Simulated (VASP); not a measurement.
Here is the system:

```yaml
crystal:
  lattice:
    - [4.03878, -2.19739, 0.00119]
    - [4.03878, 2.19739, 0.00119]
    - [2.84218, 0.00000, 3.61418]
  atoms:
    - { symbol: Sb, position: [0.23286, 0.23286, 0.23286] }
    - { symbol: Sb, position: [0.76714, 0.76714, 0.76714] }
```

All values below come from optB88-vdW, VASP's PBE PAW potentials (set 64) (plane waves; VASP). Settings: 520 eV cut-off, Gaussian smearing of 0.050 eV, potentials Sb.

Unless said otherwise, spin-orbit coupling is left out, though it shifts the bands of the heavy elements here.

Problem. Estimate the band gap (along the path) with the smallest direct gap where there is one.

Solution. 
| Item | Result |
|---|---|
| band gap (along the path) | none (metal, semimetal or under 0.01 eV) |

The compound is Sb in the a7 structure. It was relaxed first, which changed the volume by +6 %.
